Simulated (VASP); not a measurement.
# Li2GeH6 (P-3m1) in VASP: a series of runs, part 2 of 2

VASP 6.6.1. Earlier steps stand in the parts before.

### Step 3. Relaxation of cell and atoms, PBE

This run uses another cell than the first one, of 8.31 Å³/atom, 1.005 times its volume.

Contents of INCAR:

```
PREC     = Accurate       # precision mode
ENCUT    = 600            # plane-wave cutoff, eV
EDIFF    = 1E-6           # SCF threshold, eV
ISMEAR   = 0              # smearing method
SIGMA    = 0.1            # smearing width, eV
LREAL    = F              # projectors in reciprocal space
LASPH    = T              # aspherical terms in the spheres
NELM     = 60             # most SCF steps
ALGO     = Fast           # electronic algorithm
ISIF     = 3              # what is computed and relaxed
LWAVE    = F              # write WAVECAR
LCHARG   = F              # write CHGCAR
GGA      = PE             # functional
IBRION   = 2              # ionic algorithm
NSW      = 100            # ionic steps
EDIFFG   = -0.01          # ionic threshold
```

Contents of KPOINTS:

```
Automatic mesh
0
Gamma
  12 12 10
```

Contents of POSCAR:

```
Li2GeH6
1.0
    4.6828455236      0.0000000000      0.0000000000
   -2.3414227618      4.0554631855      0.0000000000
    0.0000000000      0.0000000000      3.9362184891
Li Ge H
2 1 6
Direct
    0.3333333333      0.6666666667      0.6550946841
    0.6666666667      0.3333333333      0.3449053159
    0.0000000000      0.0000000000      0.0000000000
    0.8288166009      0.6576332018      0.7514778263
    0.3423667982      0.1711833991      0.7514778263
    0.8288166009      0.1711833991      0.7514778263
    0.1711833991      0.3423667982      0.2485221737
    0.6576332018      0.8288166009      0.2485221737
    0.1711833991      0.8288166009      0.2485221737
```

Potentials or basis: VASP PAW PBE potentials, release 64 (Li_sv, Ge_d, H).

Launch:

```sh
> cat potpaw_PBE.64/Li_sv/POTCAR potpaw_PBE.64/Ge_d/POTCAR potpaw_PBE.64/H/POTCAR > POTCAR
> mpirun -np 1 vasp_std > vasp.out
```

Run time: 7.1 min. Hardware: 1 thread of AMD EPYC 9R45 (Zen 5), shared host; peak memory 0.39 GiB.

It converged, with:

- Free energy: -27.6046 eV
- Relaxed volume: 8.29 Å³/atom
- Relaxed cell: a = 4.680 Å, b = 4.680 Å, c = 3.933 Å, α = 90.00°, β = 90.00°, γ = 120.00°
- Space group after relaxing (to 0.05 Å): P-3m1 (No. 164)
- Energy gained by relaxing: 0.0 meV/atom
- Ionic steps: 2
- Pressure after relaxing: -0.1 GPa
- Largest force after relaxing: 0.009 eV/Å
- Band gap on the k mesh: none (metal or under the smearing width)

Forces on the atoms (eV/Å):
```
Li   0.000  0.000  0.009
Li   0.000  0.000 -0.009
Ge   0.000  0.000  0.000
H    0.000 -0.009  0.001
H    0.008  0.004  0.001
H   -0.008  0.004  0.001
H    0.000  0.009 -0.001
H   -0.008 -0.004 -0.001
H    0.008 -0.004 -0.001
```

Stress tensor (GPa, compression positive):
```
-0.09  0.00  0.00
 0.00 -0.09  0.00
 0.00  0.00 -0.19
```

Step by step:
```tsv
step	energy change (eV)	largest force (eV/Å)	pressure (GPa)	volume (Å³)
1	0.0000	0.0083	-0.25	74.75
2	-0.0002	0.0091	-0.12	74.61
```

Final structure:
```
Li Ge H
1.0
     4.68042    0.00000    0.00000
    -2.34021    4.05336    0.00000
     0.00000    0.00000    3.93299
Li Ge H
2 1 6
Direct
  0.33333 0.66667 0.65519
  0.66667 0.33333 0.34481
  0.00000 0.00000 0.00000
  0.82880 0.65760 0.75157
  0.34240 0.17120 0.75157
  0.82880 0.17120 0.75157
  0.17120 0.34240 0.24843
  0.65760 0.82880 0.24843
  0.17120 0.82880 0.24843
```

Levels at points of the mesh, in eV from the Fermi level:
```
           k point  band 9  band 10  band 11  band 12  band 13  band 14  band 15  band 16  band 17  band 18
(0.00, 0.00, 0.00)   -4.70    -4.70    -4.32    -1.08    -1.08    -0.73     3.31     4.40     4.99     5.00
(0.50, 0.00, 0.00)   -7.04    -5.35    -3.29    -2.83     0.21     2.06     3.73     4.21     5.58     7.15
(0.00, 0.00, 0.50)   -7.22    -3.82    -3.82    -1.45    -1.45     0.87     2.94     3.08     3.09     4.41
(0.50, 0.00, 0.50)   -6.49    -5.73    -4.32    -4.19    -2.02     2.52     2.91     6.39     6.85     6.95
```

Caveat: the cutoff is under 1.25 times the usual one of these potentials, so pressure, stress and relaxed cells hold a basis-set (Pulay) error.

### Step 4. Single point, PBE

This run uses another cell than the first one, of 16.46 Å³/atom, 1.992 times its volume.

Contents of INCAR:

```
ALGO     = Fast           # electronic algorithm
EDIFF    = 1E-6           # SCF threshold, eV
ENCUT    = 520            # plane-wave cutoff, eV
GGA      = PE             # functional
ISIF     = 2              # what is computed and relaxed
ISMEAR   = 0              # smearing method
LASPH    = T              # aspherical terms in the spheres
LCHARG   = T              # write CHGCAR
LELF     = T              # ELF
LREAL    = F              # projectors in reciprocal space
LVHAR    = T            
LWAVE    = F              # write WAVECAR
NBANDS   = 23             # bands
NELM     = 60             # most SCF steps
PREC     = Accurate       # precision mode
SIGMA    = 0.1            # smearing width, eV
```

Contents of KPOINTS:

```
k-points
0
Gamma
  3 3 4
```

Contents of POSCAR:

```
Li2GeH6
1.0
    5.8835700000      0.0000000000      0.0000000000
   -2.9417850000      5.0953210800      0.0000000000
    0.0000000000      0.0000000000      4.9421988000
Li Ge H
2 1 6
Direct
    0.3333333300      0.6666666700      0.7500000000
    0.6666666700      0.3333333300      0.2500000000
    0.0000000000      0.0000000000      0.0000000000
    0.8333333300      0.6666666700      0.7500000000
    0.3333333300      0.1666666700      0.7500000000
    0.8333333300      0.1666666700      0.7500000000
    0.1666666700      0.3333333300      0.2500000000
    0.6666666700      0.8333333300      0.2500000000
    0.1666666700      0.8333333300      0.2500000000
```

Potentials or basis: VASP PAW PBE potentials, release 64 (Li_sv, Ge_d, H).

Launch:

```sh
> cat potpaw_PBE.64/Li_sv/POTCAR potpaw_PBE.64/Ge_d/POTCAR potpaw_PBE.64/H/POTCAR > POTCAR
> mpirun -np 1 vasp_std > vasp.out
```

OUTCAR:

```text
EDIFF = 1E-6
   ENCUT = 520
   GGA = PE
   ISIF = 2
   ISMEAR = 0
   LASPH = T
   LREAL = F
   NELM = 60
   PREC = Accurate

 ion  position               nearest neighbor table
   1  0.333  0.667  0.750-
   2  0.667  0.333  0.250-
   3  0.000  0.000  0.000-
   4  0.833  0.667  0.750-
   5  0.333  0.167  0.750-
   6  0.833  0.167  0.750-
   7  0.167  0.333  0.250-
   8  0.667  0.833  0.250-
   9  0.167  0.833  0.250-

[... 459 lines left out ...]
  Total       -9.6982565     -9.6982565    -10.0557479      0.0000000     -0.0000000      0.0000000
  in kB     -104.8748992   -104.8748990   -108.7407357      0.0000000     -0.0000000      0.0000000
  external PRESSURE =    -106.1635113 kB  Pullay stress =       0.0000000 kB

 VOLUME and BASIS-vectors are now :
 -----------------------------------------------------------------------------
  energy-cutoff  :      520.00
  volume of cell :      148.16
      direct lattice vectors                 reciprocal lattice vectors
     5.883570000  0.000000000  0.000000000     0.169964834  0.098129243  0.000000000
    -2.941785000  5.095321080  0.000000000     0.000000000  0.196258486  0.000000000
     0.000000000  0.000000000  4.942198800     0.000000000  0.000000000  0.202339088

 POSITION                                       TOTAL-FORCE (eV/Angst)
 -----------------------------------------------------------------------------------
     -0.00000      3.39688      3.70665        -0.000000     -0.000000     -0.005956
      2.94179      1.69844      1.23555        -0.000000     -0.000000      0.005956
      0.00000      0.00000      0.00000        -0.000000     -0.000000      0.000000
      2.94178      3.39688      3.70665         0.000000      0.938088      0.839101
      1.47089      0.84922      3.70665        -0.812408     -0.469044      0.839101
      4.41268      0.84922      3.70665         0.812408     -0.469044      0.839101
      0.00000      1.69844      1.23555        -0.000000     -0.938088     -0.839101
      1.47089      4.24610      1.23555         0.812408      0.469044     -0.839101
     -1.47089      4.24610      1.23555        -0.812408      0.469044     -0.839101
 -----------------------------------------------------------------------------------
    total drift:                                0.000000     -0.000000     -0.000000

  FREE ENERGIE OF THE ION-ELECTRON SYSTEM (eV)
  ---------------------------------------------------
  free  energy   TOTEN  =       -23.5311682128 eV

  energy  without entropy=      -23.5213153045  energy(sigma->0) =      -23.52624176
```

stdout:

```text
POSCAR found type information on POSCAR LiGeH
 POSCAR found :  3 types and       9 ions
 scaLAPACK will be used
 LDA part: xc-table for (Slater+PW92), standard interpolation
 POSCAR, INCAR and KPOINTS ok, starting setup
 FFT: planning ... GRIDC
 FFT: planning ... GRID_SOFT
 FFT: planning ... GRID
 WAVECAR not read
 entering main loop
WARNING in EDDRMM: call to ZHEGV failed, returncode =   6  3     13
```

Run time: 41 s. Hardware: 1 thread of Intel Xeon 6975P-C (Granite Rapids), shared host; peak memory 0.3 GiB.

What came out:

| Property | Result |
| --- | --- |
| Free energy | -23.5312 eV |
| Largest force | 1.259 eV/Å |
| Band gap on the k mesh | none (metal or under the smearing width) |

Forces in eV/Å, atoms in the order of the input:
```
Li   0.000  0.000 -0.006
Li   0.000  0.000  0.006
Ge   0.000  0.000  0.000
H    0.000  0.938  0.839
H   -0.812 -0.469  0.839
H    0.812 -0.469  0.839
H    0.000 -0.938 -0.839
H    0.812  0.469 -0.839
H   -0.812  0.469 -0.839
```

Caveat: the k mesh is coarse (spacing up to 0.41 Å⁻¹), so the values aren't converged; the cutoff is under 1.25 times the usual one of these potentials, so pressure, stress and relaxed cells hold a basis-set (Pulay) error; forces of over 1 eV/Å show positions far from the minimum, so gaps and moduli don't describe the material at rest.

### Step 5. The runs side by side

```tsv
task	cell	k mesh	cutoff (eV)	mesh quality	gap on the mesh (eV)	largest force (eV/Å)
single point	P-3m1, 8.26 Å³/atom	12 × 12 × 10	520	not flagged	none	0.01
relaxation of cell and atoms	relaxed	12 × 12 × 10	600	not flagged	none	0.01
single point	P-3m1, 16.46 Å³/atom	3 × 3 × 4	520	coarse	none	1.26
```

Alike in all rows: level PBE; potentials or basis VASP PAW PBE potentials, release 64 (Li_sv, Ge_d, H); no spin polarisation; smearing gaussian 0.1 eV.

Caveats: some runs use coarse meshes; the cutoff is under 1.25 times the usual one of these potentials, so pressure, stress and relaxed cells hold a basis-set (Pulay) error; forces of over 1 eV/Å show positions far from the minimum, so gaps and moduli don't describe the material at rest (some runs).

Total energies depend on the potentials used, so only differences within one code and one set of settings carry meaning.
